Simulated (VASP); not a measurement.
Wanted: the native input for a VASP 6.6.1 run.

* Task: relaxation of cell and atoms
* Functional: PBE
* Potentials or basis: VASP PAW PBE potentials, release 64 (Na_pv, Nb_sv)
* Cutoff: 600 eV
* k mesh: 6 × 6 × 6
* Occupations: fermi-dirac, width 0.05 eV
* Spin: no spin polarisation
* Further INCAR settings: ALGO = Normal; EDIFF = 1e-07; IBRION = 2; EDIFFG = -0.02; NSW = 60; ISIF = 3

The structure of NaNb lies in POSCAR:

```
NaNb
1.0
    0.0000000000      2.8634500000      2.8634500000
    2.8634500000      0.0000000000      2.8634500000
    2.8634500000      2.8634500000      0.0000000000
Na Nb
1 1
Direct
    0.0000000000      0.0000000000      0.0000000000
    0.5000000000      0.5000000000      0.5000000000
```

The cell was built by a generator and needn't be a form met in nature.

These files were run (other wordings do the same):

INCAR

```
SYSTEM = NaNb
ALGO = Normal
EDIFF = 1E-7
EDIFFG = -0.02
ENCUT = 600
GGA = PE
IBRION = 2
ISIF = 3
ISMEAR = -1
LASPH = .True.
LCHARG = .False.
LREAL = .False.
LWAVE = .False.
NELM = 80
NSW = 60
PREC = Accurate
SIGMA = 0.05
```

KPOINTS

```
k-points
0
Gamma
  6 6 6
  0 0 0
```

Potentials or basis: VASP PAW PBE potentials, release 64 (Na_pv, Nb_sv).

Command:

```sh
$ cat potpaw_PBE.64/Na_pv/POTCAR potpaw_PBE.64/Nb_sv/POTCAR > POTCAR
$ mpirun -np 1 vasp_std > vasp.out
```

It gave:

```json
{
 "Relaxed volume": "22.12 Å³/atom",
 "Relaxed cell": "a = 3.970 Å, b = 3.970 Å, c = 3.970 Å, α = 60.00°, β = 60.00°, γ = 60.00°",
 "Space group after relaxing (to 0.05 Å)": "Fm-3m (No. 225)",
 "Energy gained by relaxing": "11.0 meV/atom",
 "Ionic steps": "3",
 "Pressure after relaxing": "0.0 GPa",
 "Band gap on the k mesh": "none (metal or under the smearing width)"
}
```

Run time: 19 s on 1 thread of Intel(R) Xeon(R) Platinum 8488C (Sapphire Rapids), on a shared host, peak memory 0.18 GiB.
